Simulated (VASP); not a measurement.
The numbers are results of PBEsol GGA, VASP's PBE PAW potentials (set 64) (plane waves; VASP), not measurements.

The input files of a VASP run:

**POSCAR**
```
NiSi2
1
   -0.0000000000     2.6985092709     2.6985092709
    2.6985092709     0.0000000000     2.6985092709
    2.6985092709     2.6985092709    -0.0000000000
Si Ni
2 1
Direct
  0.2500000000   0.2500000000   0.2500000000
  0.7500000000   0.7500000000   0.7500000000
  0.0000000000   0.0000000000   0.0000000000
```

**INCAR**
```
SYSTEM=NiSi2
PREC=Accurate; ENCUT=400; LREAL=F
LASPH=T
EDIFF=1E-7; NELM=100; ALGO=Normal
LMAXMIX=4
ISMEAR=-5
GGA=PS
ISIF=2
LWAVE=F; LCHARG=T; LORBIT=11
NEDOS=601
LEFG=T
```

### KPOINTS
```
Automatic mesh
0
Gamma
11 11 11
0 0 0
```

POTCAR, in this order: Si Ni (PBE.64 set). Program: vasp_std.

**Question.** What will the output report for the number of irreducible k-points (NKPTS), number of bands (NBANDS), largest plane-wave count, number of space-group operations, FFT grid (NGX, NGY, NGZ)?

**Answer.** 
```yaml
number of irreducible k-points (NKPTS): 56
number of bands (NBANDS): 13
largest_plane_wave_count: 728
number_of_space_group_operations: 48
FFT grid (NGX, NGY, NGZ): 28 × 28 × 28
```

The compound is NiSi2 in the fluorite structure. It was relaxed first. The run is not spin-polarised, so no magnetic state was tried.
